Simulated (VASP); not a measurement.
## Ge: a series in a change of volume

Wanted: the response of Ge to a change of volume, as a table, with a fit that predicts a row left out.

Calculated with VASP 6.6.1; PBEsol; plane waves and PAW (Ge_d), in the first sound run; inputs show where later runs differ.

Report form: the programs' logs are mostly left out.

## (1) Starting point

The structure is cubic, space group Fd-3m (No. 227). The conventional cell has a = 5.658 Å, b = 5.658 Å, c = 5.658 Å, α = 90.00°, β = 90.00°, γ = 90.00°. Ge has 4 Ge at 2.45 Å nearest.

## (2) Relax the crystal, PBEsol

The series starts from the cell that this level prefers, so that zero strain is near zero stress.

Level: PBEsol; plane waves and PAW (Ge_d).

The input, INCAR:

```
SYSTEM = Ge
PREC = Accurate
ENCUT = 470
EDIFF = 1E-07
NELM = 120
ISMEAR = 0
SIGMA = 0.02
LREAL = .FALSE.
ALGO = Normal
GGA = PS
NBANDS = 20
LASPH = .TRUE.
LORBIT = 11
LWAVE = .FALSE.
LCHARG = .FALSE.
KPAR = 24
IBRION = 2
NSW = 40
ISIF = 3
EDIFFG = -0.005
POTIM = 0.4
```

The input, POSCAR:

```
Ge
1.0
    0.0000000000      2.8290000000      2.8290000000
    2.8290000000      0.0000000000      2.8290000000
    2.8290000000      2.8290000000      0.0000000000
Ge
2
Direct
    0.0000000000      0.0000000000      0.0000000000
    0.2500000000      0.2500000000      0.2500000000
```

The input, KPOINTS:

```
Automatic mesh
0
Gamma
9 9 9
0 0 0
```

PAW data sets: Ge_d (PBE family, release 64).

The run is started by

```bash
> mpirun -np 24 vasp_std
```

It took 12 s on 24 MPI ranks of AMD EPYC 7R43, shared host; peak memory 3.7 GiB.

This run gave:

```
energy(sigma→0) of the program : -9.8675 eV
stress, compression positive   : xx, yy, zz 0.01, 0.01, 0.01 GPa
volume                         : 45.546 Å³
ionic steps                    : 2
```

## (3) Relax at fixed volume, PBEsol

One member in full: the volume is scaled by 0.96, and the cell is held.

Level: PBEsol; plane waves and PAW (Ge_d).

Edit INCAR of step 2 so:

```diff
@@ -15,7 +15,8 @@
 LCHARG = .FALSE.
-KPAR = 24
+KPAR = 6
 IBRION = 2
 NSW = 40
-ISIF = 3
-EDIFFG = -0.005
+ISIF = 2
+EDIFFG = -0.004
 POTIM = 0.4
+MAXMIX = 40
```

The input, POSCAR:

```
Ge
1.0
    0.0000000000      2.7961689037      2.7961689037
    2.7961689037      0.0000000000      2.7961689037
    2.7961689037      2.7961689037      0.0000000000
Ge
2
Direct
    0.0000000000      0.0000000000      0.0000000000
    0.2500000000      0.2500000000      0.2500000000
```

KPOINTS is that of step 2.

The run is started by

```bash
> mpirun -np 6 vasp_std
```

Wall time 13 s (6 MPI ranks); peak memory 0.79 GiB; 74 s of CPU time.

Read from the output:

- energy(sigma→0) of the program: -9.8493 eV
- stress, compression positive: xx, yy, zz 2.96, 2.96, 2.96 GPa
- ionic steps: 1

## (4) Band edges, HSE06 with spin-orbit coupling

Short lines in KPOINTS_OPT sample the zone centre, for masses, and the other valleys.

Level: HSE06, spin-orbit coupling; plane waves and PAW (Ge_d).

The input, INCAR:

```
SYSTEM = Ge
PREC = Accurate
ENCUT = 470
EDIFF = 1E-06
NELM = 100
ISMEAR = 0
SIGMA = 0.02
LREAL = .FALSE.
ALGO = Normal
LHFCALC = .TRUE.
AEXX = 0.25
GGA = PE
HFSCREEN = 0.2
LASPH = .TRUE.
LNONCOLLINEAR = .TRUE.
MAGMOM = 0 0 0 0 0 0
NBANDS = 38
GGA_COMPAT = .FALSE.
LSORBIT = .TRUE.
PRECFOCK = Fast
LWAVE = .FALSE.
LCHARG = .FALSE.
KPAR = 6
```

POSCAR is that of step 3.

The input, KPOINTS:

```
Automatic mesh
0
Gamma
5 5 5
0 0 0
```

The input, KPOINTS_OPT:

```
Line mode
6
Line-mode
Reciprocal
  0.00000000   0.00000000   0.00000000
  0.02225121   0.02225121   0.00000000

  0.00000000   0.00000000   0.00000000
  0.00000000  -0.02225121  -0.02225121

  0.31000000   0.31000000   0.00000000
  0.50000000   0.50000000   0.00000000

  0.00000000   0.31000000   0.31000000
  0.00000000   0.50000000   0.50000000

  0.45000000   0.45000000   0.45000000
  0.50000000   0.50000000   0.50000000

  0.45000000   0.00000000   0.00000000
  0.50000000   0.00000000   0.00000000

  0.42500000   0.42500000   0.00000000
  0.42500000   0.44725121   0.02225121

  0.50000000   0.50000000   0.50000000
  0.48426602   0.51573398   0.50000000
```

The run is started by

```bash
> mpirun -np 6 vasp_ncl
```

Elapsed: 1.9 h, on 6 MPI ranks; peak memory 2 GiB.

Read from the output:

| Item | Value |
| --- | --- |
| energy(sigma→0) of the program | -10.6252 eV |

## (5) The table

Hybrid runs start from orbitals of a short PBEsol run, not shown.

The other members went through these steps as far as the tables show, with the same cutoff and, step by step, the same mesh; 19 runs are not shown. The session took 67 core hours (wall time by ranks) on a shared machine.

```tsv
volume over the relaxed volume	volume (Å³/atom)	pressure (GPa)	energy above the unstrained row (meV/atom)
0.940	21.407	4.805	20.906
0.960	21.862	2.962	9.220
0.980	22.317	1.330	2.431
1	22.773	-0.037	0.000
1.020	23.228	-1.336	1.288
1.040	23.684	-2.476	6.103
1.060	24.139	-3.480	13.916
```

A cubic of the pressure in ln(V/V₀) through all rows has the slope −B at V₀: B = 67 GPa, and its curvature gives B′ = 5.0.

Band edges at HSE06 with spin-orbit coupling, counted from the valence-band top at Γ, spin-orbit pairs averaged, with one row partly withheld:

```tsv
volume over the relaxed volume	gap (eV)	conduction band at Γ (eV)	Δ or X valley along z (eV)	lowest conduction level at L, [111] (eV)	second valence level below the top (eV)	third valence level below the top (eV)
0.940	0.911	1.416	0.910	0.956	0.000	0.321
0.960	0.877	1.191	0.942	0.877	0.000	0.317
0.980	0.800	0.973	0.970	0.800	0.000	0.314
1	0.726	0.761	0.997	0.726	0.000	0.311
1.020	0.556	0.556	1.021	0.654	0.000	0.308
1.040	?	?	1.044	0.586	0.000	0.305
1.060	0.163	0.163	1.064	0.519	0.000	0.302
```

Conduction masses, in electron masses (the axis is [001]):

```tsv
volume over the relaxed volume	Δz mass, longitudinal	Δz mass, transverse, at 0.85 of Γ–X	L [111] mass, longitudinal	L [111] mass, transverse along [1-10]
0.940	0.849	0.179	1.602	0.088
0.960	0.875	0.181	1.598	0.087
0.980	0.874	0.182	1.575	0.085
1	0.876	0.184	1.572	0.083
1.020	0.876	0.186	1.558	0.081
1.040	0.878	0.186	1.548	0.080
1.060	0.878	0.188	1.564	0.078
```

## (6) A fit to the known rows

The quantity to fit is the conduction level at Γ above the mean of the three top valence levels at HSE06 with spin-orbit coupling: 1.523, 1.297, 1.078, 0.865, 0.658, 0.264 eV in the rows shown.

Fitting a parabola to the 6 known rows (u: logarithm of the volume ratio) gives E = 2.738 u² − 10.47 u + 0.8647 in eV; the residuals are 8.0e-5 eV r.m.s.

At u = 0.03922 this predicts 0.4581 eV.

## (7) The withheld row

The calculation gives 0.4581 eV, so the prediction is right to the last digit shown.

## (8) Summary of results

```json
{"bulk modulus": "67 GPa", "gap of the unstrained cell, HSE06 with spin-orbit coupling": "0.73 eV", "dE/d ln V of the conduction level at Γ above the mean of the three top valence levels, HSE06 with spin-orbit coupling": "-10.47 eV", "error of the predicted row": "0.0 meV"}
```

What this shows: The slope of the energy gives 0.17 GPa at the relaxed volume where the pressure column has -0.04 GPa, a mark of the finite basis. At HSE06 with spin-orbit coupling the lowest conduction valley is in turn Δ or X, L, Γ from the first row to the last, and the gap runs between 0.16 and 0.91 eV. At zero strain Γ and L lie only 35 meV apart here, so their order is sensitive to the level and the lattice constant. The gap at PBEsol is under 0.05 eV in some or all rows and is left out; the elastic columns come from such cells and can be uneven. Hole masses are left out throughout, since the top bands are degenerate or cross in many series; of conduction masses, those of the Γ, L and (for Si and Ge under (001) strain) Δ valleys are kept where they change by under an eighth between rows. A measured gap of unstrained Ge is 0.74 eV (arxiv:cond-mat/0503738, indirect gap, 4.2 K); the static gaps here belong to the lattice relaxed at PBEsol. HSE06 ran on a coarser mesh than the semilocal levels. Δ or X levels are the lowest on their line, refined by a parabola unless they lie at X; the gap is read from all points sampled and can differ from the lowest valley by some meV, or by tens of meV where strain moves the valence top off Γ. Temperature, zero-point motion and excitons are left out.

[Lines on the potential files, build, host, timing and source positions are cut from VASP's logs without a mark.]

[Logs are printed without paths, hosts, clocks, repeated set-up lines and the standing remarks that a program may print on its own settings, such as how far it seeks lower states.]

[Hosts, paths, dates, database ids (printed as entryN), source tags and the programs' standing remarks are cut or masked in the printed files.]

[In band tables of VASP the shares of atoms and orbitals are scaled to a sum of 1 inside the atoms' spheres.]
